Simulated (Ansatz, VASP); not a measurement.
## Te2Os: VASP beside Ansatz

INCAR

```
SYSTEM = Te2Os
PREC = Accurate
ENCUT = 520
EDIFF = 1E-6
ISMEAR = -1
SIGMA = 0.05
LREAL = .FALSE.
LASPH = .TRUE.
NELM = 60
ALGO = Normal
ISIF = 2
LWAVE = .FALSE.
LCHARG = .FALSE.
LMAXMIX = 4
```

KPOINTS

```
regular mesh
0
G
  7 7 7
  0 0 0
```

File POSCAR:

```
Te2Os
1.0
    0.0000000000      3.3554655800      3.3554655800
    3.3554655800      0.0000000000      3.3554655800
    3.3554655800      3.3554655800      0.0000000000
Os Te
1 2
Direct
    0.0000000000      0.0000000000      0.0000000000
    0.2500000000      0.2500000000      0.2500000000
    0.7500000000      0.7500000000      0.7500000000
```

KPOINTS_OPT

```
path GXWKGLUWLK,UX
15
line-mode
reciprocal
 0.0000000000  0.0000000000  0.0000000000  G
 0.5000000000  0.0000000000  0.5000000000  X

 0.5000000000  0.0000000000  0.5000000000  X
 0.5000000000  0.2500000000  0.7500000000  W

 0.5000000000  0.2500000000  0.7500000000  W
 0.3750000000  0.3750000000  0.7500000000  K

 0.3750000000  0.3750000000  0.7500000000  K
 0.0000000000  0.0000000000  0.0000000000  G

 0.0000000000  0.0000000000  0.0000000000  G
 0.5000000000  0.5000000000  0.5000000000  L

 0.5000000000  0.5000000000  0.5000000000  L
 0.6250000000  0.2500000000  0.6250000000  U

 0.6250000000  0.2500000000  0.6250000000  U
 0.5000000000  0.2500000000  0.7500000000  W

 0.5000000000  0.2500000000  0.7500000000  W
 0.5000000000  0.5000000000  0.5000000000  L

 0.5000000000  0.5000000000  0.5000000000  L
 0.3750000000  0.3750000000  0.7500000000  K

 0.6250000000  0.2500000000  0.6250000000  U
 0.5000000000  0.0000000000  0.5000000000  X
```

input.yaml

```yaml
crystal:
  lattice:
    - [0.0, 3.35546558, 3.35546558]
    - [3.35546558, 0.0, 3.35546558]
    - [3.35546558, 3.35546558, 0.0]
  atoms:
    - { symbol: Os, position: [0.0, 0.0, 0.0] }
    - { symbol: Te, position: [0.25, 0.25, 0.25] }
    - { symbol: Te, position: [0.75, 0.75, 0.75] }
hamiltonian:
  xc: lda
  pseudopotentials: { kind: paw }
kpoints:
  mp_grid: { grid: [7, 7, 7] }
  band_path:
    path:
      - [[0.0, 0.0, 0.0], [0.5, 0.0, 0.5], [0.5, 0.25, 0.75], [0.375, 0.375, 0.75], [0.0, 0.0, 0.0], [0.5, 0.5, 0.5], [0.625, 0.25, 0.625], [0.5, 0.25, 0.75], [0.5, 0.5, 0.5], [0.375, 0.375, 0.75]]
      - [[0.625, 0.25, 0.625], [0.5, 0.0, 0.5]]
    npoints: 14
scf:
  occupations: { method: fermi_dirac, width: 0.05 }
  n_extra_bands: 7
output:
  forces: true
  stress: true
  eigenvalues: true
  fatbands: false
```

The cell comes from a database or a generator and needn't be the stable form of this composition.

Alike in both runs: task band structure; functional LDA; k mesh 7 × 7 × 7; occupations fermi-dirac, width 0.05 eV; no spin polarisation.

```csv
,VASP,Ansatz
version,VASP 6.6.1,Ansatz 0.2.0
potentials or method,"VASP PAW LDA potentials, release 64 (Os, Te)",Ansatz PAW
plane-wave cutoff (eV),520,420
valence electrons in the cell,20,48
```

|  | VASP | Ansatz | Ansatz less VASP |
| --- | --- | --- | --- |
| gap on the k mesh at the Fermi level (eV) | none | none | - |
| pressure (GPa) | -13.5 | -13.5 | -0.06 |

A gap of «none» marks a metal or a gap that the smearing closes. The two sets of potentials don't hold the same shells in valence.

Caveats: spin-orbit coupling is left out, which moves the levels of the heavy elements; the PAW data sets come from PBE, with cores solved anew for the run's functional, which leaves a small shift of forces and pressure (Ansatz).
